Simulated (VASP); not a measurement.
Runs of VASP 6.6.1 on MoS2. It takes space group P6_3/mmc (No. 194, hexagonal). The conventional cell has a = 3.161 Å, b = 3.161 Å, c = 11.680 Å, α = 90.00°, β = 90.00°, γ = 120.00°. Around Mo (site symmetry -6m2) lie 6 S at 2.40 Å. S (site symmetry 3m) is surrounded by 3 Mo at 2.40 Å. The cell was built by a generator and needn't be a form met in nature.

| level | potentials or basis | gap on the mesh (eV) | pressure (GPa) | largest force (eV/Å) |
| --- | --- | --- | --- | --- |
| PBEsol | VASP PAW PBE potentials, release 64 (Mo_sv, S) | (b) | -1.4 | 0.40 |
| SCAN | VASP PAW PBE potentials, release 64 (Mo_sv, S) | (d) | 1.8 | 0.49 |
| vdW-DF2 | VASP PAW PBE potentials, release 64 (Mo_sv, S) | 0.70 | 15.8 | 0.55 |
| optB86b-vdW | VASP PAW PBE potentials, release 64 (Mo_sv, S) | 0.67 | 2.1 | (c) |
| LDA | VASP PAW LDA potentials, release 64 (Mo_sv, S) | (a) | -4.1 | 0.54 |

Alike in all rows: task single point; no spin polarisation; cell as given; k mesh 8 × 8 × 2; cutoff (eV) 520; smearing fermi-dirac 0.05 eV.

Fill in the values left out.

(a) 0.62; (b) 0.65; (c) 0.10; (d) 0.79.

Caveats: the PAW data sets were made with another functional, which shifts forces and pressure a little (some runs); so large a pressure means that the cell lies far from this level's equilibrium, or that cutoff or potentials fall short (some runs); the potentials were made for another functional, which shifts forces and pressure (some runs).

A k mesh can miss the band edges, and the runs leave out spin-orbit coupling on Mo.

Runs at the PBE level aren't shown here.
